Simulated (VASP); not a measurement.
Input:

```yaml
crystal:
  lattice:
    - [0.00000, 3.16626, 3.16626]
    - [3.16626, 0.00000, 3.16626]
    - [3.16626, 3.16626, 0.00000]
  atoms:
    - { symbol: Sn, position: [0.00000, 0.00000, 0.00000] }
    - { symbol: Te, position: [0.50000, 0.50000, 0.50000] }
```

Computed with MS2 meta-GGA, VASP's PBE PAW potentials (set 64) (plane waves; VASP). Numerical set-up: 520 eV cut-off, 7×7×7 Γ-centred mesh, Gaussian smearing of 0.050 eV, potentials Sn_d Te.

**Question.** Give the stress tensor in GPa (positive for a compressed cell).

**Answer.** 
```
-1.30   0.00   0.00
 0.00  -1.30   0.00
 0.00   0.00  -1.30
```
The pressure is its mean diagonal, -1.30 GPa.

The compound is SnTe in the rock salt structure, which distorts at low temperature. This cell is one point of a volume scan, at 1.03 of the reference volume.
